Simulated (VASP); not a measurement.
Consider the following.

```
CELL_PARAMETERS angstrom
      4.07239     0.00000     0.00000
      0.00000     4.07239     0.00000
      0.00000     0.00000     4.07239
ATOMIC_POSITIONS crystal
  K  0.00000 0.00000 0.00000
  Ta 0.50000 0.50000 0.50000
  O  0.50000 0.00000 0.50000
  O  0.00000 0.50000 0.50000
  O  0.50000 0.50000 0.00000
```

All values below come from MS2 meta-GGA, VASP's PBE PAW potentials (set 64) (plane waves; VASP). Run with 520 eV cut-off, 6×6×6 Γ-centred mesh, Gaussian smearing of 0.050 eV, potentials K_sv Ta_pv O.

### Question
The job: KTaO₃ (cubic perovskite), 5 atoms, MS2, static run, 520 eV, 6×6×6 Γ-centred mesh. Roughly how much core time does it take on a busy server core?

### Answer
About 3 core-minutes (one run on a shared machine, a rough figure). It had 20 irreducible k-points, 23 bands, up to 1856 plane waves and 25 electronic steps.

The compound is KTaO3 in the cubic perovskite structure. This cell is one point of a volume scan, at 1.06 of the reference volume.
